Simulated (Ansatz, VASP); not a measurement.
# SiC: VASP beside Ansatz, part 2 of 2

One calculation is typed for both programs; each brings its own data sets. How far apart do they land? The structure shown is the start of the Ansatz relaxation below; VASP solves that cell, so the two are compared at the walk's first step.

VASP 6.6.1 and Ansatz 0.2.0.

So far. Step 3 (VASP: single point, LDA, start cell, pair 1): The run ends at a pressure of -2.08 GPa, with forces up to 0.099 eV/Å.

## Step 4: Comparison

Known differences besides the potentials themselves: fixed occupations in Ansatz, narrow Gaussian smearing in VASP; the cutoff is 420 eV in Ansatz and 520 eV in VASP; VASP's log shows a relativistic correction to its local exchange, Ansatz's none. Total energies have different zeros and are not compared.

Forces (eV/Å; atoms numbered as in POSCAR):

| atom | Ansatz x, y, z | VASP x, y, z |
| --- | --- | --- |
| C1 | 0.000, 0.000, 0.093 | 0.000, 0.000, 0.093 |
| C2 | 0.000, 0.000, 0.093 | 0.000, 0.000, 0.093 |
| C3 | 0.000, 0.000, 0.086 | 0.000, 0.000, 0.085 |
| C4 | 0.000, 0.000, 0.086 | 0.000, 0.000, 0.085 |
| Si5 | 0.000, 0.000, -0.080 | 0.000, 0.000, -0.079 |
| Si6 | 0.000, 0.000, -0.080 | 0.000, 0.000, -0.079 |
| Si7 | 0.000, 0.000, -0.098 | 0.000, 0.000, -0.099 |
| Si8 | 0.000, 0.000, -0.098 | 0.000, 0.000, -0.099 |

The forces differ by 0.4 meV/Å r.m.s., which is 0.7 % of the r.m.s. force of 0.052 eV/Å (both taken over all components).

## Step 5: What the set-up changes

Further runs change the set-up of one program: Ansatz's method, potentials or start, or VASP's data sets, cutoff or form of LDA. The table gives that difference for each run.

| run | r.m.s. force difference (meV/Å) |
| --- | --- |
| as above | 0.38 |
| VASP with a cutoff of 600 eV (perhaps on Ansatz's relaxed cell) | 0.37 |

## Step 6: Ansatz: relaxation, LDA

The two programs are compared at the cell with which this relaxation starts, whose forces are those of its first step. The cell compared in this pair holds 78.38 Å³, against 81.92 Å³ for the pair before.

The structure compared here is the start of the Ansatz relaxation; VASP solves that cell, so the two are compared at the walk's first step.

Contents of input.yaml:

```yaml
crystal:
  lattice:
    - [3.0685611213, 0.0, 0.0]
    - [-1.5342805607, 2.6574518841, 0.0]
    - [0.0, 0.0, 9.6117015588]
  atoms:
    - { symbol: C, position: [0.666666665, 0.333333335, 0.7486614943] }
    - { symbol: C, position: [0.333333335, 0.666666665, 0.2486614943] }
    - { symbol: C, position: [-2.6e-09, 2.6e-09, 0.4994392436] }
    - { symbol: C, position: [2.6e-09, -2.6e-09, -0.0005607564] }
    - { symbol: Si, position: [0.6666666687, 0.3333333313, 0.938807742] }
    - { symbol: Si, position: [0.3333333313, 0.6666666687, 0.438807742] }
    - { symbol: Si, position: [-2.0e-09, 2.0e-09, 0.6890905199] }
    - { symbol: Si, position: [2.0e-09, -2.0e-09, 0.1890905199] }
kpoints:
  mp_grid: { grid: [9, 9, 4] }
hamiltonian:
  xc: lda
  pseudopotentials: { kind: paw, azcp: { folder: soft_1 }, xc_functional: pbe }
scf:
  occupations: { method: fixed }
output:
  forces: true
  stress: true
  eigenvalues: true
relax:
  adjacent_minimum: "off"
  f_tol: 0.001
  max_steps: 60
  cell: { stress_tol: 0.01, fix: [c, angles] }
```

Started as:

```bash
> ansatz run input.yaml --threads 8 --pin off --max-ram 16384MiB --backend cpu --events-out ev --progress --plain --runs-dir out
```

Numbers of over 12 decimals in the logs are rounded to 6 here.

Log:

```text
[...]
Crystal: 8 atoms, lattice volume = 78.379 Å³
Basis set: ecut = 420 eV, 1521 PW (Γ)
Bands: 24, of which v1, the nominal top of the filled ones, is band 16 counted from 1 (15 counted from 0)
Symmetry: 4 space group operations
k-points: 75 of 324 (time reversal used)
[...]
- { symbol: C, position: [-1.2929361576232745e-9, 1.2929361747032937e-9, 0.499020] }
    - { symbol: C, position: [1.2929361749217825e-9, -1.292936157841759e-9, -0.000979607] }
    - { symbol: Si, position: [0.666667, 0.333333, 0.939205] }
    - { symbol: Si, position: [0.333333, 0.666667, 0.439205] }
    - { symbol: Si, position: [-2.6611997666819277e-10, 2.661200137278635e-10, 0.689591] }
    - { symbol: Si, position: [2.661200134666404e-10, -2.661199764069707e-10, 0.189591] }
[key lines of the parts left out:]
SCF converged after 6 iterations
Free energy (F): -3408.596513 eV
Fermi energy:    10.266703 eV
P = ⅓ Tr σ = 7.7661 GPa (77.661 kbar)
```

## Step 7: VASP: single point, LDA, start cell, pair 2

The same cell, functional (in two slightly different forms) and mesh now go to VASP, with its own data sets.

Contents of INCAR:

```
SYSTEM = SiC
PREC = Accurate
ENCUT = 520
EDIFF = 1E-06
NELM = 120
ISMEAR = 0
SIGMA = 0.01
LREAL = .FALSE.
ALGO = Normal
GGA = PW92
NBANDS = 24
LORBIT = 11
LWAVE = .FALSE.
LCHARG = .FALSE.
ISIF = 2
LASPH = .TRUE.
GGA_COMPAT = .FALSE.
EFERMI = MIDGAP
KPAR = 2
```

Contents of POSCAR:

```
SiC
1.0
    3.0685610000      0.0000000000      0.0000000000
   -1.5342810000      2.6574520000      0.0000000000
    0.0000000000      0.0000000000      9.6117020000
C Si
4 4
Direct
    0.6666668212      0.3333332079      0.7486614754
    0.3333335047      0.6666667921      0.2486614754
    0.0000000000      0.0000000000      0.4994392252
    0.0000000000      0.0000000000      0.9994392252
    0.6666668212      0.3333332079      0.9388077158
    0.3333335047      0.6666667921      0.4388077158
    0.0000000000      0.0000000000      0.6890904441
    0.0000000000      0.0000000000      0.1890905482
```

Contents of KPOINTS:

```
Automatic mesh
0
Gamma
9 9 4
0 0 0
```

PAW data sets: C and Si (LDA family, release 64).

Started as:

```bash
> mpirun -np 2 vasp_std
```

Log:

```text
[banner, memory and clock lines left out]
running    2 mpi-ranks, on    1 nodes
[...]
[... a notice as in an earlier step ...]

 LDA part: xc-table for (Slater(with rela. corr.)+PW92), standard interpolation
 POSCAR, INCAR and KPOINTS ok, starting setup
[...]
entering main loop
       N       E                     dE             d eps       ncg     rms          rms(c)
DAV:   1     0.707501030909E+02    0.70750E+02   -0.14887E+04  1728   0.122E+03
DAV:   2    -0.684862862164E+02   -0.13924E+03   -0.12983E+03  2384   0.202E+02
DAV:   3    -0.751983283158E+02   -0.67120E+01   -0.66694E+01  2296   0.434E+01
DAV:   4    -0.752853771749E+02   -0.87049E-01   -0.86987E-01  2232   0.594E+00
[...]
DAV:  11    -0.663813999244E+02   -0.92614E-05   -0.38396E-05  2296   0.406E-02    0.249E-02
DAV:  12    -0.663813952446E+02    0.46798E-05   -0.88377E-06  2168   0.161E-02    0.104E-02
DAV:  13    -0.663813946206E+02    0.62404E-06   -0.29438E-06  1904   0.827E-03
   1 F= -.66381395E+02 E0= -.66381395E+02  d E =0.000000E+00
```

From OUTCAR (step 7):

```text
  Total        0.2701110      0.2701110     12.1775014     -0.0000001      0.0000000      0.0000000
  in kB        5.5214400      5.5214410    248.9248666     -0.0000010      0.0000000      0.0000000
  external PRESSURE =      86.6559159 kB  Pullay stress =       0.0000000 kB

 POSITION                                       TOTAL-FORCE (eV/Angst)
 -----------------------------------------------------------------------------------
      1.53428      0.88582      7.19591        -0.000000     -0.000000     -0.179719
      0.00000      1.77163      2.39006        -0.000000      0.000000     -0.179719
      0.00000      0.00000      4.80046        -0.000000      0.000000     -0.166992
      0.00000      0.00000      9.60631         0.000000     -0.000000     -0.166992
      1.53428      0.88582      9.02354        -0.000000      0.000000      0.159898
      0.00000      1.77163      4.21769         0.000000     -0.000000      0.159898
      0.00000      0.00000      6.62333        -0.000000      0.000000      0.186812
      0.00000      0.00000      1.81748         0.000000     -0.000000      0.186812
 -----------------------------------------------------------------------------------
    total drift:                               -0.000317     -0.000000     -0.000904

  FREE ENERGIE OF THE ION-ELECTRON SYSTEM (eV)
  ---------------------------------------------------
  free  energy   TOTEN  =       -66.3813946206 eV

  energy  without entropy=      -66.3813946206  energy(sigma->0) =      -66.38139462

[... 1 part as in an earlier step ...]

[... 2 further parts left out ...]
[key lines of the parts left out:]
E-fermi :   9.9629
```

The run ends at a pressure of 8.67 GPa, with forces up to 0.19 eV/Å.

## Step 8: Side by side

Forces (eV/Å; atoms numbered as in POSCAR):

| atom | Ansatz x, y, z | VASP x, y, z |
| --- | --- | --- |
| C1 | 0.000, 0.000, -0.181 | 0.000, 0.000, -0.180 |
| C2 | 0.000, 0.000, -0.181 | 0.000, 0.000, -0.180 |
| C3 | 0.000, 0.000, -0.168 | 0.000, 0.000, -0.167 |
| C4 | 0.000, 0.000, -0.168 | 0.000, 0.000, -0.167 |
| Si5 | 0.000, 0.000, 0.160 | 0.000, 0.000, 0.160 |
| Si6 | 0.000, 0.000, 0.160 | 0.000, 0.000, 0.160 |
| Si7 | 0.000, 0.000, 0.189 | 0.000, 0.000, 0.187 |
| Si8 | 0.000, 0.000, 0.189 | 0.000, 0.000, 0.187 |

The forces differ by 0.7 meV/Å r.m.s., which is 0.7 % of the r.m.s. force of 0.100 eV/Å (both taken over all components).

## Step 9: Further runs

Further runs change the set-up of one program: Ansatz's method, potentials or start, or VASP's data sets, cutoff or form of LDA. The table gives that difference for each run.

| run | r.m.s. force difference (meV/Å) |
| --- | --- |
| as above | 0.73 |
| VASP with a cutoff of 600 eV (perhaps on Ansatz's relaxed cell) | 0.67 |

## Step 10: Ansatz: relaxation, LDA

The two programs are compared at the cell with which this relaxation starts, whose forces are those of its first step. The cell compared in this pair holds 79.01 Å³, against 78.38 Å³ for the pair before.

The structure compared here is the start of the Ansatz relaxation; VASP solves that cell, so the two are compared at the walk's first step.

input.yaml, the sections that differ from step 6:

```yaml
crystal:
  lattice:
    - [3.0649003772, 0.0, 0.0]
    - [-1.5324501886, 2.6542815867, 0.0]
    - [0.0, 0.0, 9.71182345]
  atoms:
    - { symbol: C, position: [0.6666666654, 0.3333333346, 0.7490913791] }
    - { symbol: C, position: [0.3333333346, 0.6666666654, 0.2490913791] }
    - { symbol: C, position: [-1.4e-09, 1.4e-09, 0.4998166065] }
    - { symbol: C, position: [1.4e-09, -1.4e-09, -0.0001833935] }
    - { symbol: Si, position: [0.6666666681, 0.3333333319, 0.9384477093] }
    - { symbol: Si, position: [0.3333333319, 0.6666666681, 0.4384477093] }
    - { symbol: Si, position: [-1.1e-09, 1.1e-09, 0.688643305] }
    - { symbol: Si, position: [1.1e-09, -1.1e-09, 0.188643305] }
# kpoints, hamiltonian, scf, output, relax: as in step 6
```

Started as:

```bash
> ansatz run input.yaml --threads 8 --pin off --max-ram 16384MiB --backend cpu --events-out ev --progress --plain --runs-dir out
```

Log:

```text
[...]
Crystal: 8 atoms, lattice volume = 79.007 Å³
Basis set: ecut = 420 eV, 1557 PW (Γ)
Bands: 24, of which v1, the nominal top of the filled ones, is band 16 counted from 1 (15 counted from 0)
Symmetry: 4 space group operations
k-points: 75 of 324 (time reversal used)
[...]
- { symbol: C, position: [0.333333, 0.666667, 0.248661] }
    - { symbol: C, position: [-2.6379012688020864e-9, 2.637901243784633e-9, 0.499439] }
[...]
- { symbol: Si, position: [0.666667, 0.333333, 0.938808] }
    - { symbol: Si, position: [0.333333, 0.666667, 0.438808] }
    - { symbol: Si, position: [-1.9869413208555164e-9, 1.9869412878541114e-9, 0.689091] }
    - { symbol: Si, position: [1.9869412880114433e-9, -1.9869413210128457e-9, 0.189091] }
[key lines of the parts left out:]
SCF converged after 6 iterations
Free energy (F): -3408.699867 eV
Fermi energy:    10.073954 eV
P = ⅓ Tr σ = 5.7679 GPa (57.679 kbar)
```

## Step 11: VASP: single point, LDA, start cell, pair 3

The same cell, functional (in two slightly different forms) and mesh now go to VASP, with its own data sets.

INCAR is that of step 7.

Contents of POSCAR:

```
SiC
1.0
    3.0649000000      0.0000000000      0.0000000000
   -1.5324500000      2.6542820000      0.0000000000
    0.0000000000      0.0000000000      9.7118230000
C Si
4 4
Direct
    0.6666667295      0.3333334589      0.7490913910
    0.3333332705      0.6666665411      0.2490913395
    0.0000000000      0.0000000000      0.4998166668
    0.0000000000      0.0000000000      0.9998166153
    0.6666667295      0.3333334589      0.9384477044
    0.3333332705      0.6666665411      0.4384477559
    0.0000000000      0.0000000000      0.6886433165
    0.0000000000      0.0000000000      0.1886432650
```

KPOINTS is that of step 7.

Started as:

```bash
> mpirun -np 2 vasp_std
```

Log:

```text
[... set-up lines as in an earlier step ...]
 entering main loop
       N       E                     dE             d eps       ncg     rms          rms(c)
DAV:   1     0.707793882321E+02    0.70779E+02   -0.14786E+04  1728   0.121E+03
DAV:   2    -0.685456373279E+02   -0.13933E+03   -0.13045E+03  2424   0.202E+02
DAV:   3    -0.751843580829E+02   -0.66387E+01   -0.65977E+01  2304   0.429E+01
DAV:   4    -0.752694961694E+02   -0.85138E-01   -0.85085E-01  2176   0.584E+00
[...]
DAV:  11    -0.664865871297E+02   -0.91786E-05   -0.34942E-05  2296   0.393E-02    0.240E-02
DAV:  12    -0.664865825750E+02    0.45547E-05   -0.87311E-06  2168   0.153E-02    0.958E-03
DAV:  13    -0.664865819977E+02    0.57730E-06   -0.26261E-06  1896   0.762E-03
   1 F= -.66486582E+02 E0= -.66486582E+02  d E =0.000000E+00
```

Parts of OUTCAR (step 11):

```text
  Total        0.2639277      0.2639279      9.1771606      0.0000000      0.0000000      0.0000000
  in kB        5.3521895      5.3521925    186.1036043      0.0000000      0.0000000      0.0000000
  external PRESSURE =      65.6026621 kB  Pullay stress =       0.0000000 kB

 POSITION                                       TOTAL-FORCE (eV/Angst)
 -----------------------------------------------------------------------------------
      1.53245      0.88476      7.27504        -0.000000     -0.000000     -0.158726
     -0.00000      1.76952      2.41913         0.000000      0.000000     -0.158726
      0.00000      0.00000      4.85413        -0.000000      0.000000     -0.147411
      0.00000      0.00000      9.71004        -0.000000      0.000000     -0.147411
      1.53245      0.88476      9.11404         0.000000      0.000000      0.141397
     -0.00000      1.76952      4.25813         0.000000      0.000000      0.141397
      0.00000      0.00000      6.68798         0.000000      0.000000      0.164740
      0.00000      0.00000      1.83207        -0.000000      0.000000      0.164740
 -----------------------------------------------------------------------------------
    total drift:                               -0.000000     -0.000000     -0.000794

  FREE ENERGIE OF THE ION-ELECTRON SYSTEM (eV)
  ---------------------------------------------------
  free  energy   TOTEN  =       -66.4865819977 eV

  energy  without entropy=      -66.4865819977  energy(sigma->0) =      -66.48658200

[... 1 part as in an earlier step ...]

[... 2 further parts left out ...]
[key lines of the parts left out:]
E-fermi :   9.8569
```

The run ends at a pressure of 6.56 GPa, with forces up to 0.16 eV/Å.

## Step 12: Differences

Forces (eV/Å; atoms numbered as in POSCAR):

| atom | Ansatz x, y, z | VASP x, y, z |
| --- | --- | --- |
| C1 | 0.000, 0.000, -0.159 | 0.000, 0.000, -0.159 |
| C2 | 0.000, 0.000, -0.159 | 0.000, 0.000, -0.159 |
| C3 | 0.000, 0.000, -0.148 | 0.000, 0.000, -0.147 |
| C4 | 0.000, 0.000, -0.148 | 0.000, 0.000, -0.147 |
| Si5 | 0.000, 0.000, 0.141 | 0.000, 0.000, 0.141 |
| Si6 | 0.000, 0.000, 0.141 | 0.000, 0.000, 0.141 |
| Si7 | 0.000, 0.000, 0.167 | 0.000, 0.000, 0.165 |
| Si8 | 0.000, 0.000, 0.167 | 0.000, 0.000, 0.165 |

The forces differ by 0.6 meV/Å r.m.s., which is 0.7 % of the r.m.s. force of 0.089 eV/Å (both taken over all components).

## Step 13: What the set-up changes

Further runs change the set-up of one program: Ansatz's method, potentials or start, or VASP's data sets, cutoff or form of LDA. The table gives that difference for each run.

| run | r.m.s. force difference (meV/Å) |
| --- | --- |
| as above | 0.59 |
| VASP with a cutoff of 600 eV (perhaps on Ansatz's relaxed cell) | 0.55 |

## Step 14: Results

```
r.m.s. force difference (single point, LDA, start cell, pair 1) : 0.38 meV/Å
r.m.s. force difference (single point, LDA, start cell, pair 2) : 0.73 meV/Å
r.m.s. force difference (single point, LDA, start cell, pair 3) : 0.59 meV/Å
```

**Reading.** The r.m.s. force difference is 0.73 meV/Å (single point, LDA, start cell, pair 2), within the 12 meV/Å picked in this series as the mark of a large difference. 9 further runs of this series are not shown here. Such differences can come from data sets, numerical settings and the points named under the comparisons, not from the functional's error against experiment.

[Lines on the potential files, build, host, timing and source positions are cut from VASP's logs without a mark.]

[Logs are printed without paths, hosts, clocks, repeated set-up lines and the standing remarks that a program may print on its own settings, such as how far it seeks lower states.]

[Hosts, paths, dates, database ids (printed as entryN), source tags and the programs' standing remarks are cut or masked in the printed files.]

[Rows of further runs with another cutoff or data set may stand on the cell that Ansatz relaxed, not on the start cell of the pair above them.]
